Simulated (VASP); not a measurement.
Input:

```yaml
crystal:
  lattice:
    - [2.69474, 0.00000, 0.00000]
    - [0.00000, 2.69474, 0.00000]
    - [0.00000, 0.00000, 2.69474]
  atoms:
    - { symbol: As, position: [0.00000, 0.00000, 0.00000] }
```

These are PBEsol GGA, VASP's PBE PAW potentials (set 64) (plane waves; VASP) values and carry that method's errors. Numerical set-up: 400 eV cut-off, 15×15×15 Γ-centred mesh, tetrahedra with Blöchl corrections, potentials As.

**Question.** Estimate the energy per atom (σ→0), band gap (on the k-mesh) with the smallest direct gap where there is one.

**Answer.** 
| Quantity | Value |
|---|---|
| band gap (on the k-mesh) | none (metal, semimetal or under 0.01 eV) |
| energy per atom (σ→0) | -5031 meV/atom |

Only differences to runs with the same potentials and settings are physical.

The structure was generated: As was put into the simple-cubic type (Pm-3m), which need not be its known phase. It was relaxed first, which changed the volume by -9 %.
